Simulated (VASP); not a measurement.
Input:

```
CELL_PARAMETERS angstrom
      0.00000     2.83946     2.83946
      2.83946     0.00000     2.83946
      2.83946     2.83946     0.00000
ATOMIC_POSITIONS crystal
  Na 0.00000 0.00000 0.00000
  Cl 0.50000 0.50000 0.50000
```

Level of theory: PBE GGA, VASP's PBE PAW potentials (set 64) (plane waves; VASP 6.6.1). Settings: 480 eV cut-off, 8×8×8 Γ-centred mesh, Gaussian smearing of 0.050 eV, potentials Na_pv Cl.

Problem. Predict the energy per atom (σ→0), band gap (on the k-mesh) with the smallest direct gap where there is one.

Solution. 
band gap (on the k-mesh): 5.03 eV
smallest direct gap (on the k-mesh): 5.03 eV
energy per atom (σ→0): -327.0 kJ/mol-atom

Only differences to runs with the same potentials and settings are physical.

The compound is NaCl in the rock salt structure. It was relaxed first.
